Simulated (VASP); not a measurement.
Y2CF2, 5 atoms in the cell. The structure is trigonal, space group P-3m1 (No. 164). The conventional cell has a = 3.625 Å, b = 3.625 Å, c = 6.321 Å, α = 90.00°, β = 90.00°, γ = 120.00°. Around Y (site symmetry 3m) lie 4 F at 2.36 to 2.54 Å and 3 C at 2.49 Å. C (site symmetry -3m) is surrounded by 6 Y at 2.49 Å. F (site symmetry 3m) is surrounded by 4 Y at 2.36 to 2.54 Å and 3 F at 2.54 Å. The cell comes from a database or a generator and needn't be the stable form of this composition.

```yaml
Program: VASP 6.6.1
Task: optical spectrum
Functional: PBE
Potentials_or_basis: VASP PAW PBE potentials, release 64 (Y_sv, C, F)
Cutoff: 520 eV
k_mesh: 9 × 9 × 4
Occupations: gaussian, width 0.03 eV
Spin: no spin polarisation
Further_INCAR_settings: ALGO = Fast; EDIFF = 1e-07; NBANDS = 68
```

Potentials or basis: VASP PAW PBE potentials, release 64 (Y_sv, C, F).

Launch:

```bash
$ cat potpaw_PBE.64/Y_sv/POTCAR potpaw_PBE.64/C/POTCAR potpaw_PBE.64/F/POTCAR > POTCAR
$ mpirun -np 2 vasp_std > vasp.out
```

Hardware: 2 MPI ranks on Intel(R) Xeon(R) Platinum 8488C (Sapphire Rapids) (shared host).

Estimate the wall time of this run.

It took 80 s on 2 MPI ranks on Intel(R) Xeon(R) Platinum 8488C (Sapphire Rapids), on a shared host, peak memory 0.45 GiB a rank. Counts: scf iterations 17, k points 43.
